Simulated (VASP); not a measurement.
Given:

```
Ir
1.0
    2.72090     0.00000     0.00000
   -1.36045     2.35636     0.00000
    0.00000     0.00000     4.41395
Ir
2
Direct
  0.33333   0.66667   0.25000
  0.66667   0.33333   0.75000
```

Method: PBEsol GGA with spin-orbit coupling, VASP's PBE PAW potentials (set 64) (plane waves; VASP). Numerical set-up: 400 eV cut-off, 14×14×8 Γ-centred mesh, Gaussian smearing of 0.050 eV, potentials Ir.

Problem. Give the stress tensor in GPa (positive for a compressed cell).

Solution. 
```
0.82  0.00  0.00
0.00  0.82  0.00
0.00  0.00  1.46
```
The pressure is its mean diagonal, 1.04 GPa.

The structure was generated: Ir was put into the hcp type (P6_3/mmc), which need not be its known phase. It was relaxed first.
